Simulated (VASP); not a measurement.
Here is the system:

```
InNa
1.0
    0.00000     3.65796     3.65796
    3.65796     0.00000     3.65796
    3.65796     3.65796     0.00000
Na In
2 2
Cartesian
  3.65796   3.65796   3.65796
  5.48695   5.48695   5.48695
  0.00000   0.00000   0.00000
  1.82898   1.82898   1.82898
```

Level of theory: PBEsol GGA, VASP's PBE PAW potentials (set 64) (plane waves; VASP). Settings: 400 eV cut-off, Gaussian smearing of 0.050 eV, potentials Na_pv In_d.

Give the energies of bands 17 to 23 at the high-symmetry points, in eV from the Fermi level.

| band | Γ | X | U | L | W |
|---|---|---|---|---|---|
| 17 | -8.19 | -5.66 | -5.93 | -6.76 | -5.58 |
| 18 | -0.68 | -5.66 | -5.29 | -4.97 | -5.58 |
| 19 | 0.55 | -1.81 | -2.88 | -0.58 | -2.56 |
| 20 | 0.55 | -1.81 | -1.50 | -0.58 | -2.56 |
| 21 | 0.55 | -0.17 | 0.11 | -0.48 | 2.21 |
| 22 | 1.37 | -0.17 | 2.13 | 1.92 | 2.21 |
| 23 | 1.37 | 5.97 | 4.26 | 1.92 | 2.72 |

It has no gap at this level: it comes out as a metal or semimetal.

The structure comes from a computed database's NaIn entry (Fd-3m); how it stands against other phases isn't given here. The cell was not relaxed at this level.
